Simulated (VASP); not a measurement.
Here is the system:

```xyz
3
Lattice="0.0000 2.7017 2.7017 2.7017 0.0000 2.7017 2.7017 2.7017 0.0000" Properties=species:S:1:pos:R:3 pbc="T T T"
Cd     0.0000     0.0000     0.0000
F      1.3508     1.3508     1.3508
F      4.0525     4.0525     4.0525
```

The numbers are results of r2SCAN meta-GGA, VASP's PBE PAW potentials (set 64) (plane waves; VASP), not measurements. Settings: 520 eV cut-off, 8×8×8 Γ-centred mesh, tetrahedra with Blöchl corrections, potentials Cd F.

Question: Tabulate the total density of states (states/eV per cell) against energy (eV; zero at the valence-band maximum or, without a gap, the Fermi level).

Answer: 
| E (eV) | DOS (states/eV) |
|---|---|
| -9.94 | 0.00 |
| -9.70 | 0.00 |
| -9.34 | 0.00 |
| -9.10 | 0.00 |
| -8.74 | 0.00 |
| -8.50 | 0.00 |
| -8.26 | 0.00 |
| -7.90 | 0.00 |
| -7.66 | 0.00 |
| -7.30 | 0.00 |
| -7.06 | 0.00 |
| -6.82 | 0.00 |
| -6.46 | 0.00 |
| -6.22 | 0.00 |
| -5.86 | 0.00 |
| -5.62 | 0.15 |
| -5.26 | 8.64 |
| -5.02 | 3.92 |
| -4.78 | 4.75 |
| -4.42 | 17.1 |
| -4.18 | 1.15 |
| -3.82 | 0.00 |
| -3.58 | 0.00 |
| -3.34 | 2.45 |
| -2.98 | 1.88 |
| -2.74 | 1.74 |
| -2.38 | 2.99 |
| -2.14 | 4.43 |
| -1.90 | 5.56 |
| -1.54 | 2.88 |
| -1.30 | 2.91 |
| -0.94 | 1.54 |
| -0.70 | 1.63 |
| -0.46 | 15.2 |
| -0.10 | 3.53 |
| 0.14 | 0.00 |
| 0.50 | 0.00 |
| 0.74 | 0.00 |
| 0.98 | 0.00 |
| 1.34 | 0.00 |
| 1.58 | 0.00 |
| 1.94 | 0.00 |
| 2.18 | 0.00 |
| 2.42 | 0.00 |
| 2.78 | 0.00 |
| 3.02 | 0.00 |
| 3.38 | 0.00 |
| 3.62 | 0.00 |
| 3.98 | 0.01 |
| 4.22 | 0.05 |
| 4.46 | 0.07 |
| 4.82 | 0.10 |
| 5.06 | 0.12 |
| 5.42 | 0.16 |
| 5.66 | 0.19 |
| 5.90 | 0.21 |
| 6.26 | 0.25 |
| 6.50 | 0.30 |
| 6.86 | 0.37 |
| 7.10 | 0.42 |
Within 2 eV below the valence-band maximum the largest weight inside VASP's projection spheres is F p.

The compound is CdF2 in the fluorite structure. It was relaxed first.
